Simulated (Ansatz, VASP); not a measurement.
## InSbAs2 (alpha-NaFeO2 type (invented)) in two plane-wave programs

Aim: how closely do two programs agree when they are given the same cell, functional and k mesh? The cell is generated by rule, not measured, and may not be a known phase. The cell is taken from a series of runs on this material, whose earlier steps may have relaxed, scaled, displaced or heated it; both programs get it as it stands.

Calculated with Ansatz 0.2.0; plane waves, with VASP 6.6.1 beside it; relaxation of cell and atoms at LDA.

**1. Set-up**

It takes space group R-3m (No. 166, trigonal). Conventional cell: a = 3.995 Å, b = 3.995 Å, c = 19.572 Å, α = 90.00°, β = 90.00°, γ = 120.00°. Nearest to In lie 6 As at 2.82 to 2.83 Å. Nearest to Sb lie 6 As at 2.82 to 2.83 Å. Nearest to As lie 3 In at 2.82 to 2.83 Å and 3 Sb at 2.82 to 2.83 Å. Farther neighbours are not listed.

**2. VASP: relaxation of cell and atoms, LDA**

The relaxed volume is the usual yardstick between codes: in a stiff, nearly cubic crystal its relative difference is about their pressure difference at one cell divided by the bulk modulus.

Lines of VASP's logs that name or quote its potential files are left out, and so is its time.

INCAR

```
SYSTEM = InSbAs2
PREC = Accurate
ENCUT = 500
EDIFF = 1E-07
NELM = 120
ISMEAR = 0
SIGMA = 0.1
LREAL = .FALSE.
ALGO = Normal
GGA = PW92
NBANDS = 20
LORBIT = 11
LWAVE = .FALSE.
LCHARG = .FALSE.
ISIF = 3
IBRION = 2
NSW = 80
EDIFFG = -0.005
LASPH = .TRUE.
GGA_COMPAT = .FALSE.
NELMIN = 4
KPAR = 2
```

POSCAR

```
InSbAs2
1.0
    1.9975770000      1.1533010000      6.5240580000
   -1.9975770000      1.1533010000      6.5240580000
    0.0000000000     -2.3066030000      6.5240580000
In Sb As
1 1 2
Direct
    0.0000000000      0.0000000000      0.0000000000
    0.5000000000      0.5000000000      0.5000000000
    0.2500000000      0.2500000000      0.2500000000
    0.7500000000      0.7500000000      0.7500000000
```

KPOINTS

```
Automatic mesh
0
Gamma
12 12 12
0 0 0
```

PAW data sets: In_d, Sb and As (LDA family, release 64).

Launch:

```sh
> mpirun -np 2 vasp_std
```

Numbers of over 12 decimals in the logs are rounded to 6 here.

The program printed:

```text
[banner, memory and clock lines left out]
running    2 mpi-ranks, on    1 nodes
 distrk:  each k-point on    1 cores,    2 groups
 distr:  one band on    1 cores,    1 groups

 POSCAR found type information on POSCAR InSbAs
 POSCAR found :  3 types and       4 ions
|                                                                             |
|               ----> ADVICE to this user running VASP <----                  |
|                                                                             |
|     You enforced a specific xc type in the INCAR file but a different       |
|     [... a line on the potential file left out ...]
|     I HOPE YOU KNOW WHAT YOU ARE DOING!                                     |
|                                                                             |

 LDA part: xc-table for (Slater(with rela. corr.)+PW92), standard interpolation
 POSCAR, INCAR and KPOINTS ok, starting setup
 FFT: planning ... GRIDC
 FFT: planning ... GRID_SOFT
 FFT: planning ... GRID
 WAVECAR not read
 entering main loop
       N       E                     dE             d eps       ncg     rms          rms(c)
DAV:   1     0.195958022160E+03    0.19596E+03   -0.11572E+04  7560   0.135E+03
DAV:   2    -0.971111961981E-01   -0.19606E+03   -0.18960E+03  8124   0.324E+02
DAV:   3    -0.185287117154E+02   -0.18432E+02   -0.17713E+02  9656   0.992E+01
DAV:   4    -0.192451148121E+02   -0.71640E+00   -0.71123E+00  9228   0.190E+01
DAV:   5    -0.192704181943E+02   -0.25303E-01   -0.25292E-01 10980   0.386E+00    0.540E+00
DAV:   6    -0.189894909144E+02    0.28093E+00   -0.66156E-01 11388   0.820E+00    0.314E+00
DAV:   7    -0.189720398007E+02    0.17451E-01   -0.15458E-01 10080   0.285E+00    0.848E-01
DAV:   8    -0.189684435835E+02    0.35962E-02   -0.10399E-02  9100   0.874E-01    0.293E-01
DAV:   9    -0.189680620837E+02    0.38150E-03   -0.13617E-03  8648   0.223E-01    0.937E-02
DAV:  10    -0.189680665314E+02   -0.44477E-05   -0.53619E-05  9372   0.483E-02    0.432E-02
DAV:  11    -0.189680645010E+02    0.20305E-05   -0.87416E-06 10252   0.245E-02    0.507E-03
DAV:  12    -0.189680643893E+02    0.11168E-06   -0.10166E-06  9036   0.827E-03    0.348E-03
DAV:  13    -0.189680643844E+02    0.49326E-08   -0.10107E-07  5472   0.257E-03
   1 F= -.18968064E+02 E0= -.18965481E+02  d E =-.189681E+02
[...]
2 F= -.18970670E+02 E0= -.18968015E+02  d E =-.260528E-02
[...]
3 F= -.18971167E+02 E0= -.18968534E+02  d E =-.310235E-02
[...]
4 F= -.18971873E+02 E0= -.18969232E+02  d E =-.706486E-03
[...]
5 F= -.18972199E+02 E0= -.18969534E+02  d E =-.103228E-02
[...]
6 F= -.18972201E+02 E0= -.18969538E+02  d E =-.103426E-02
[...]
7 F= -.18972231E+02 E0= -.18969573E+02  d E =-.295193E-04
 trial-energy change:   -0.000030  1 .order   -0.000030   -0.000039   -0.000022
 step:   2.6147(harm=  2.6147)  dis= 0.00126  next Energy=   -18.972244 (dE=-0.434E-04)
 bond charge predicted
       N       E                     dE             d eps       ncg     rms          rms(c)
DAV:   1    -0.189722807749E+02   -0.50264E-04   -0.28177E-03  8324   0.352E-01    0.404E-02
DAV:   2    -0.189722612136E+02    0.19561E-04   -0.11360E-04 11316   0.119E-01    0.259E-02
DAV:   3    -0.189722441296E+02    0.17084E-04   -0.13311E-05 10052   0.770E-02    0.572E-03
DAV:   4    -0.189722442173E+02   -0.87714E-07   -0.38550E-06 11884   0.137E-02    0.611E-03
DAV:   5    -0.189722442186E+02   -0.12847E-08   -0.83164E-08  5080   0.303E-03
   8 F= -.18972244E+02 E0= -.18969594E+02  d E =-.432268E-04
 curvature:  -1.36 expect dE=-0.129E-06 dE for cont linesearch -0.896E-07
 trial: gam=-0.04469 g(F)=  0.393E-08 g(S)=  0.905E-07 ort = 0.151E-05 (trialstep = 0.147E+01)
 search vector abs. value=  0.289E-07
 reached required accuracy - stopping structural energy minimisation
```

Parts of OUTCAR (step 2):

```text
ion  position               nearest neighbor table
   1  0.000  0.000  0.000-   4 2.82   3 2.82   4 2.83   4 2.83   3 2.83   3 2.83
   2  0.500  0.500  0.500-   3 2.82   4 2.82   3 2.83   3 2.83   4 2.83   4 2.83
   3  0.250  0.250  0.250-   1 2.82   2 2.82   1 2.83   1 2.83   2 2.83   2 2.83
   4  0.750  0.750  0.750-   2 2.82   1 2.82   2 2.83   2 2.83   1 2.83   1 2.83

  LATTYP: Found a trigonal (rhomboedric) cell.
 ALAT       =     6.9198085129
 COS(alpha) =     0.8333332756

 Subroutine GETGRP returns: Found 12 space group operations
 (whereof 12 operations were pure point group operations)

The static configuration has the point symmetry D_3d.

 Found    189 irreducible k-points:

   k-points           NKPTS =    189   k-points in BZ     NKDIM =    189   number of bands    NBANDS=     20

   dimension x,y,z NGX =    50 NGY =   50 NGZ =   50
   dimension x,y,z NGXF=   100 NGYF=  100 NGZF=  100

   ENCUT  =  500.0 eV  36.75 Ry    6.06 a.u.  12.62 12.62 12.62*2*pi/ulx,y,z

   NELECT =      28.0000    total number of electrons

 k-points in reciprocal lattice and weights: Automatic mesh
   0.00000000  0.00000000  0.00000000       0.001
   0.08333333  0.00000000 -0.00000000       0.003
   0.16666667  0.00000000  0.00000000       0.003
   0.25000000  0.00000000  0.00000000       0.003
   0.33333333  0.00000000  0.00000000       0.003
   0.41666667 -0.00000000  0.00000000       0.003
   0.50000000  0.00000000  0.00000000       0.002
   0.08333333  0.08333333 -0.00000000       0.003
   0.16666667  0.08333333 -0.00000000       0.007
[...]
-0.41666667  0.50000000  0.41666667       0.003
   0.50000000  0.50000000  0.50000000       0.001

 average (electrostatic) potential at core
       1 -93.5845       2 -86.9331       3 -50.8900       4 -50.8900

 E-fermi :   7.1142

 k-point     1 :       0.0000    0.0000    0.0000
  band No.  band energies     occupation
    ...
     10       5.6979      2.00000
     11       5.6979      2.00000
     12       5.7619      2.00000
     13       6.5688      2.00000
     14       6.5688      2.00000
     15       7.9620      0.00000
     16       8.2950      0.00000
     17       8.2950      0.00000
     18       9.9442      0.00000
     19      12.6942      0.00000
    ...

 k-point     2 :       0.0833    0.0000   -0.0000
  band No.  band energies     occupation
    ...
     10       5.4041      2.00000
     11       5.5250      2.00000
     12       5.7957      2.00000
     13       6.3748      2.00000
     14       6.5895      2.00000
     15       7.7108      0.00000
     16       8.6403      0.00000
     17       8.8042      0.00000
     18      10.7522      0.00000
     19      12.0240      0.00000
    ...

 k-point     3 :       0.1667    0.0000    0.0000
  band No.  band energies     occupation
    ...
     10       4.0576      2.00000
     11       5.1285      2.00000
     12       5.6165      2.00000
     13       6.0117      2.00000
     14       6.9527      1.97761
     15       7.7593      0.00000
     16       9.3472      0.00000
     17       9.5520      0.00000
     18      10.4698      0.00000
     19      11.9547      0.00000
    ...

  Total        0.0017263      0.0017263     -0.0012428      0.0000000      0.0000000      0.0000000
  in kB        0.0304081      0.0304080     -0.0218920      0.0000000      0.0000000      0.0000000
  external PRESSURE =       0.0129747 kB  Pullay stress =       0.0000000 kB

  energy-cutoff  :      500.00
  volume of cell :       90.96
      direct lattice vectors                 reciprocal lattice vectors
     2.001164546  1.155372267  6.556559948     0.249854516  0.144253608  0.050839676
    -2.001164546  1.155372267  6.556559948    -0.249854516  0.144253608  0.050839676
     0.000000000 -2.310745541  6.556559949     0.000000000 -0.288507216  0.050839654

 POSITION                                       TOTAL-FORCE (eV/Angst)
 -----------------------------------------------------------------------------------
     -0.00000     -0.00000      0.00000        -0.000000      0.000000      0.000000
      0.00000     -0.00000      9.83484         0.000000     -0.000000      0.000000
      0.00000     -0.00000      4.93345         0.000000     -0.000000      0.000202
      0.00000     -0.00000     14.73622         0.000000      0.000000     -0.000202
 -----------------------------------------------------------------------------------
    total drift:                                0.000000     -0.000000     -0.000000

  FREE ENERGIE OF THE ION-ELECTRON SYSTEM (eV)
  ---------------------------------------------------
  free  energy   TOTEN  =       -18.9722442186 eV

  energy  without entropy=      -18.9669442374  energy(sigma->0) =      -18.96959423

 reached required accuracy - stopping structural energy minimisation

 total charge
# of ion       s       p       d       tot
------------------------------------------
    1        0.924   0.610   9.881  11.416
    2        1.235   1.080   0.066   2.381
    3        1.278   1.448   0.035   2.762
    4        1.278   1.448   0.035   2.762
--------------------------------------------------
tot          4.716   4.586  10.018  19.320

[... 3 further parts left out ...]
```

CONTCAR:

```
InSbAs2
   1.00000000000000
     2.0011645461157532    1.1553722669390771    6.5565599484628176
    -2.0011645461157532    1.1553722669390771    6.5565599484628176
     0.0000000000000000   -2.3107455406365829    6.5565599493416000
  In              Sb              As
     1     1     2
Direct
     0.0000000000000000    0.0000000000000000    0.0000000000000000
     0.5000000000000000    0.5000000000000000    0.5000000000000000
     0.2508152110408587    0.2508152110408587    0.2508152110410324
     0.7491847889591414    0.7491847889591414    0.7491847889589677
```

(Part 1 of 2 ends here.)

[Lines on the potential files, build, host, timing and source positions are cut from VASP's logs without a mark.]

[Logs are printed without paths, hosts, clocks, repeated set-up lines and the standing remarks that a program may print on its own settings, such as how far it seeks lower states.]

[Hosts, paths, dates, database ids (printed as entryN), source tags and the programs' standing remarks are cut or masked in the printed files.]
